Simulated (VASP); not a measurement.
Crystal: Zr.

```
Zr
1.0
     3.23923    0.00000    0.00000
    -1.61962    2.80526    0.00000
     0.00000    0.00000    5.17222
Zr
2
Direct
  0.33333 0.66667 0.25000
  0.66667 0.33333 0.75000
```

```yaml
Program: VASP 6.6.1
Task: relaxation of cell and atoms
Functional: PBEsol
Potentials_or_basis: VASP PAW PBE potentials, release 64 (Zr_sv)
Cutoff: 600 eV
k_mesh: 6 × 6 × 4
Occupations: gaussian, width 0.1 eV
Spin: no spin polarisation
```

At the start: pressure -4.3 GPa; volume 23.50 Å³/atom.

Task: How do energy, volume and symmetry change on relaxing?

Result: Over 10 steps the energy falls by 15.0 meV/atom and the volume is 22.43 Å³/atom (-4.6 %); space group P6_3/mmc (No. 194, to 0.05 Å).

The path:
```
step  energy change (eV)  largest force (eV/Å)  pressure (GPa)  volume (Å³)
   1              0.0000                0.0000           -4.27        47.00
   2             -0.0011                0.0000            4.71        42.87
   3             -0.0296                0.0000           -0.02        44.87
   4             -0.0296                0.0000            0.07        44.83
   5             -0.0298                0.0000            0.06        44.83
   6             -0.0300                0.0000            0.05        44.84
   7             -0.0300                0.0000            0.05        44.84
   8             -0.0300                0.0000            0.05        44.84
   9             -0.0300                0.0000           -0.08        44.90
  10             -0.0300                0.0000            0.00        44.86
```

Final structure:
```
Zr
1.0
     3.17693    0.00000    0.00000
    -1.58847    2.75131    0.00000
     0.00000    0.00000    5.13233
Zr
2
Direct
  0.33333 0.66667 0.25000
  0.66667 0.33333 0.75000
```

Caveat: the k mesh is coarse (spacing up to 0.37 Å⁻¹), so the values aren't converged; the PAW data sets were made with another functional, which shifts forces and pressure a little.
